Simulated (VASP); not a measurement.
All values below come from PBE GGA, VASP's PBE PAW potentials (set 64) (plane waves; VASP).

VASP ran on this input.

### KPOINTS
```
Automatic mesh
0
Gamma
6 6 3
0 0 0
```

### POSCAR
```
ZnO
1
    1.6575000000    -2.8708750000     0.0000000000
    1.6575000000     2.8708750000     0.0000000000
    0.0000000000     0.0000000000     5.3142000000
Zn O
2 2
Direct
  0.6666670000   0.3333330000   0.5000000000
  0.3333330000   0.6666670000   0.0000000000
  0.6666670000   0.3333330000   0.8820000000
  0.3333330000   0.6666670000   0.3820000000
```

INCAR:
```
ISIF=2   # forces and stress, cell fixed
LASPH=.TRUE.   # aspherical one-centre terms
SYSTEM=ZnO
SIGMA=0.05
NELM=100   # most electronic steps
LCHARG=.FALSE.
ISMEAR=0   # Gaussian
LWAVE=.FALSE.
ENCUT=520   # plane-wave cut-off (eV)
LREAL=.FALSE.   # projection in real space or not
EDIFF=1E-6
LMAXMIX=4   # l cut-off of mixed one-centre charges
PREC=Accurate
ALGO=Normal   # blocked Davidson
GGA=PE
```

POTCAR, in this order: Zn O (PBE.64 set). Program: vasp_std.

Output

File OUTCAR:
```
 ion  position               nearest neighbor table
   1  0.667  0.333  0.500-   4 2.01   4 2.01   4 2.01   3 2.03
   2  0.333  0.667  0.000-   3 2.01   3 2.01   3 2.01   4 2.03
   3  0.667  0.333  0.882-   2 2.01   2 2.01   2 2.01   1 2.03
   4  0.333  0.667  0.382-   1 2.01   1 2.01   1 2.01   2 2.03
  LATTYP: Found a hexagonal cell.
 ALAT       =     3.3150006811
 C/A-ratio  =     1.6030765937
 Subroutine PRICEL returns:
 Original cell was already a primitive cell.
 Subroutine GETGRP returns: Found 12 space group operations
The static configuration has the point symmetry C_3v.
 The point group associated with its full space group is C_6v.
The dynamic configuration has the point symmetry C_3v.
 Subroutine INISYM returns: Found 12 space group operations
 Subroutine IBZKPT returns following result:
 Found     14 irreducible k-points:

 Following reciprocal coordinates:
            Coordinates               Weight
  0.000000  0.000000  0.000000      1.000000
  0.166667 -0.000000  0.000000      6.000000
  0.333333  0.000000  0.000000      6.000000
  0.500000  0.000000  0.000000      3.000000
  0.166667  0.166667  0.000000      6.000000
...
```

OSZICAR:
```
       N       E                     dE             d eps       ncg     rms          rms(c)
DAV:   1     0.293873433495E+03    0.29387E+03   -0.18988E+04   616   0.235E+03
DAV:   2     0.123878446218E+02   -0.28149E+03   -0.27302E+03   658   0.447E+02
DAV:   3    -0.203773654253E+02   -0.32765E+02   -0.32503E+02   694   0.159E+02
DAV:   4    -0.211002977320E+02   -0.72293E+00   -0.72143E+00   712   0.251E+01
DAV:   5    -0.211055705156E+02   -0.52728E-02   -0.52718E-02   664   0.213E+00    0.140E+01
DAV:   6    -0.177293260445E+02    0.33762E+01   -0.12360E+01  1086   0.748E+01    0.838E+00
DAV:   7    -0.178882397029E+02   -0.15891E+00   -0.26576E+00   694   0.197E+01    0.505E+00
DAV:   8    -0.179134097400E+02   -0.25170E-01   -0.86480E-01   898   0.911E+00    0.182E+00
DAV:   9    -0.178479496142E+02    0.65460E-01   -0.19292E-01   956   0.793E+00    0.349E-01
DAV:  10    -0.178516780203E+02   -0.37284E-02   -0.57758E-02   616   0.174E+00    0.145E-01
DAV:  11    -0.178516823701E+02   -0.43497E-05   -0.13272E-03   820   0.372E-01    0.305E-02
DAV:  12    -0.178517336258E+02   -0.51256E-04   -0.82685E-05   700   0.993E-02    0.303E-02
DAV:  13    -0.178517330888E+02    0.53699E-06   -0.18214E-05   760   0.760E-02    0.144E-02
DAV:  14    -0.178517312830E+02    0.18058E-05   -0.10699E-05   722   0.362E-02    0.510E-03
DAV:  15    -0.178517306782E+02    0.60478E-06   -0.19129E-06   434   0.161E-02
   1 F= -.17851731E+02 E0= -.17851731E+02  d E =-.144252E-12
```

### OUTCAR
```
------------------------ aborting loop because EDIFF is reached ----------------------------------------
  FORCE on cell =-STRESS in cart. coord.  units (eV):
  Direction    XX          YY          ZZ          XY          YZ          ZX
  --------------------------------------------------------------------------------------
  Total       -0.7628704     -0.7628708     -0.6612074      0.0000000      0.0000000     -0.0000000
  in kB      -24.1671602    -24.1671735    -20.9465547      0.0000000      0.0000000     -0.0000000
  external PRESSURE =     -23.0936295 kB  Pullay stress =       0.0000000 kB
  volume of cell :       50.57
      direct lattice vectors                 reciprocal lattice vectors
     1.657500000 -2.870875000  0.000000000     0.301659125 -0.174162929  0.000000000
     1.657500000  2.870875000  0.000000000     0.301659125  0.174162929  0.000000000
     0.000000000  0.000000000  5.314200000     0.000000000  0.000000000  0.188175078
  FREE ENERGIE OF THE ION-ELECTRON SYSTEM (eV)
  ---------------------------------------------------
  free  energy   TOTEN  =       -17.8517306782 eV

  energy  without entropy=      -17.8517306782  energy(sigma->0) =      -17.85173068
```
(Selected blocks of OUTCAR.)

OUTCAR:
```
 val. band max:        0.6774006535   @ k =   0.0000   0.0000   0.0000

 cond. band min:       1.3741924643   @ k =   0.0000   0.0000   0.0000


 Fermi energy:         0.9119742645

 k-point     1 :       0.0000    0.0000    0.0000
  band No.  band energies     occupation
      1     -16.9451      2.00000
      2     -16.3065      2.00000
      3      -4.7581      2.00000
      4      -4.7581      2.00000
      5      -4.6852      2.00000
      6      -4.5916      2.00000
      7      -4.5916      2.00000
      8      -4.4852      2.00000
      9      -3.7409      2.00000
     10      -3.7409      2.00000
     11      -3.5560      2.00000
     12      -3.5560      2.00000
     13      -3.2833      2.00000
     14      -0.0414      2.00000
     15      -0.0413      2.00000
     16       0.6065      2.00000
     17       0.6774      2.00000
     18       0.6774      2.00000
     19       1.3742      0.00000
     20       5.6392      0.00000
     21       8.7140      0.00000
     22      13.2125      0.00000

 k-point     2 :       0.1667   -0.0000    0.0000
  band No.  band energies     occupation
      1     -16.8160      2.00000
      2     -16.2519      2.00000
      3      -4.8727      2.00000
      4      -4.6815      2.00000
      5      -4.6394      2.00000
      6      -4.5671      2.00000
      7      -4.4799      2.00000
      8      -4.3161      2.00000
      9      -3.7912      2.00000
     10      -3.7424      2.00000
     11      -3.5456      2.00000
     12      -3.4058      2.00000
     13      -3.3099      2.00000
     14      -0.9260      2.00000
     15      -0.4337      2.00000
     16      -0.3674      2.00000
     17       0.4364      2.00000
     18       0.4968      2.00000
     19       2.8425      0.00000
     20       6.6074      0.00000
     21       8.7194      0.00000
     22      11.2388      0.00000

 k-point     3 :       0.3333    0.0000    0.0000
  band No.  band energies     occupation
      1     -16.5268      2.00000
...
```

The compound is ZnO in the wurtzite structure. The cell was not relaxed at this level.
